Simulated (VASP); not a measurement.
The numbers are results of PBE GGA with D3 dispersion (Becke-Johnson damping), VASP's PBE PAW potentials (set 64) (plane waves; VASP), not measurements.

VASP input:

INCAR:
```
SYSTEM=KTaO3
PREC=Accurate; ENCUT=520; LREAL=.FALSE.
LASPH=.TRUE.
EDIFF=1E-6; NELM=100; ALGO=Normal
LMAXMIX=6
ISMEAR=0; SIGMA=0.05
GGA=PE; IVDW=12
IBRION=2; NSW=60; ISIF=3
EDIFFG=-0.02
LWAVE=.FALSE.; LCHARG=.FALSE.
```

File POSCAR:
```
KTaO3
1.0
  4.0082400245   0.0000000000   0.0000000000
  0.0000000000   4.0082400245   0.0000000000
  0.0000000000   0.0000000000   4.0082400245
K Ta O
1 1 3
direct
  0.0000000000   0.0000000000   0.0000000000
  0.5000000000   0.5000000000   0.5000000000
  0.5000000000   0.0000000000   0.5000000000
  0.0000000000   0.5000000000   0.5000000000
  0.5000000000   0.5000000000   0.0000000000
```

KPOINTS:
```
Automatic
0
Gamma
5 5 5
0 0 0
```

POTCAR, in this order: K_sv Ta_pv O (PBE.64 set). Program: vasp_std.

Output

File OUTCAR:
```
 ion  position               nearest neighbor table
   1  0.000  0.000  0.000-   3 2.83   4 2.83   5 2.83   3 2.83   4 2.83   4 2.83   5 2.83   4 2.83
                             3 2.83   5 2.83   3 2.83   5 2.83   2 3.47   2 3.47   2 3.47   2 3.47
   2  0.500  0.500  0.500-   3 2.00   4 2.00   5 2.00   5 2.00   3 2.00   4 2.00   1 3.47   1 3.47
                             1 3.47   1 3.47   1 3.47   1 3.47   1 3.47   1 3.47
   3  0.500  0.000  0.500-   2 2.00   2 2.00   1 2.83   1 2.83   1 2.83   1 2.83
   4  0.000  0.500  0.500-   2 2.00   2 2.00   1 2.83   1 2.83   1 2.83   1 2.83
   5  0.500  0.500  0.000-   2 2.00   2 2.00   1 2.83   1 2.83   1 2.83   1 2.83
  LATTYP: Found a simple cubic cell.
 ALAT       =     4.0082400245
 Subroutine PRICEL returns:
 Original cell was already a primitive cell.
 Subroutine GETGRP returns: Found 48 space group operations
The static configuration has the point symmetry O_h .
The dynamic configuration has the point symmetry O_h .
 Subroutine INISYM returns: Found 48 space group operations
 Subroutine IBZKPT returns following result:
 Found     10 irreducible k-points:

 Following reciprocal coordinates:
            Coordinates               Weight
  0.000000  0.000000  0.000000      1.000000
  0.200000  0.000000  0.000000      6.000000
  0.400000  0.000000  0.000000      6.000000
  0.200000  0.200000  0.000000     12.000000
...
```

File OSZICAR:
```
       N       E                     dE             d eps       ncg     rms          rms(c)
DAV:   1     0.336862056606E+03    0.33686E+03   -0.21569E+04   460   0.168E+03
DAV:   2    -0.311189046723E+02   -0.36798E+03   -0.35985E+03   559   0.450E+02
DAV:   3    -0.492043799832E+02   -0.18085E+02   -0.18039E+02   600   0.101E+02
DAV:   4    -0.496764143242E+02   -0.47203E+00   -0.47188E+00   788   0.137E+01
DAV:   5    -0.496793169770E+02   -0.29027E-02   -0.29026E-02   600   0.103E+00    0.349E+01
DAV:   6    -0.412559271467E+02    0.84234E+01   -0.43994E+01   563   0.463E+01    0.139E+01
DAV:   7    -0.411087813943E+02    0.14715E+00   -0.22545E+00   609   0.102E+01    0.896E+00
DAV:   8    -0.410605430081E+02    0.48238E-01   -0.37651E-01   580   0.537E+00    0.141E+00
DAV:   9    -0.410535672293E+02    0.69758E-02   -0.32138E-02   591   0.126E+00    0.255E-01
DAV:  10    -0.410529608812E+02    0.60635E-03   -0.81206E-03   648   0.675E-01    0.429E-02
DAV:  11    -0.410530247139E+02   -0.63833E-04   -0.37350E-04   652   0.153E-01    0.377E-02
DAV:  12    -0.410530574635E+02   -0.32750E-04   -0.46835E-05   666   0.541E-02    0.780E-03
DAV:  13    -0.410530576631E+02   -0.19968E-06   -0.56996E-06   545   0.169E-02
   1 F= -.42215654E+02 E0= -.42215654E+02  d E =-.422157E+02
```

### OUTCAR
```
------------------------ aborting loop because EDIFF is reached ----------------------------------------
 Edisp (eV)   -1.16260
  FORCE on cell =-STRESS in cart. coord.  units (eV):
  Direction    XX          YY          ZZ          XY          YZ          ZX
  --------------------------------------------------------------------------------------
  Total      -0.00848    -0.00848    -0.00848    -0.00000     0.00000    -0.00000
  in kB      -0.21105    -0.21105    -0.21105    -0.00000     0.00000    -0.00000
  external pressure =       -0.21 kB  Pullay stress =        0.00 kB
  volume of cell :       64.40
      direct lattice vectors                 reciprocal lattice vectors
     4.008240025  0.000000000  0.000000000     0.249486057  0.000000000  0.000000000
     0.000000000  4.008240025  0.000000000     0.000000000  0.249486057  0.000000000
     0.000000000  0.000000000  4.008240025     0.000000000  0.000000000  0.249486057
 POSITION                                       TOTAL-FORCE (eV/Angst)
 -----------------------------------------------------------------------------------
      0.00000      0.00000      0.00000         0.000000      0.000000      0.000000
      2.00412      2.00412      2.00412         0.000000      0.000000      0.000000
      2.00412      0.00000      2.00412         0.000000      0.000000      0.000000
      0.00000      2.00412      2.00412         0.000000      0.000000      0.000000
      2.00412      2.00412      0.00000         0.000000      0.000000      0.000000
 -----------------------------------------------------------------------------------
    total drift:                                0.000000      0.000000     -0.000000
  FREE ENERGIE OF THE ION-ELECTRON SYSTEM (eV)
  ---------------------------------------------------
  free  energy   TOTEN  =       -42.2156543854 eV

  energy  without entropy=      -42.2156543854  energy(sigma->0) =      -42.21565439

 reached required accuracy - stopping structural energy minimisation
```
(Selected blocks of OUTCAR.)

The compound is KTaO3 in the cubic perovskite structure. It was relaxed first. The start is the result of an earlier pass.
